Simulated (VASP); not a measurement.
Computed with r2SCAN meta-GGA, VASP's PBE PAW potentials (set 64) (plane waves; VASP).

The input files of a VASP run:

**KPOINTS**
```
kpoints
0
Gamma
 6 6 6
0 0 0
```

### POSCAR
```
KI
1.0
  0.0532228863   3.5481924204   3.5481924204
  3.6014153067   0.0000000000   3.6014153067
  3.5481924204   3.5481924204   0.0532228863
K I
1 1
Cart
  0.0000000000   0.0000000000   0.0000000000
  3.6014153067   3.5481924204   3.6014153067
```

### INCAR
```
LMAXMIX = 4   # l cut-off of mixed one-centre charges
ENCUT = 480
ISIF = 2   # forces and stress, cell fixed
IBRION = 2
NELM = 100
NSW = 30   # most ionic steps
EDIFFG = -0.01   # ionic stop
LREAL = .FALSE.   # projection in real space or not
LASPH = .TRUE.
ISMEAR = 0   # Gaussian
PREC = Accurate
LMIXTAU = .TRUE.
LCHARG = .FALSE.
ALGO = Normal   # blocked Davidson
METAGGA = R2SCAN
EDIFF = 1E-7
SIGMA = 0.05
SYSTEM = KI
LWAVE = .FALSE.
```

POTCAR, in this order: K_sv I (PBE.64 set). Program: vasp_std.

What will the output report for the number of irreducible k-points (NKPTS), number of bands (NBANDS), largest plane-wave count, number of space-group operations, FFT grid (NGX, NGY, NGZ)?

```yaml
number of irreducible k-points (NKPTS): 46
number of bands (NBANDS): 12
largest_plane_wave_count: 2154
number_of_space_group_operations: 8
FFT grid (NGX, NGY, NGZ): 36 × 36 × 36
```

The compound is KI in the rock salt structure. This cell was strained or had an atom moved on purpose.
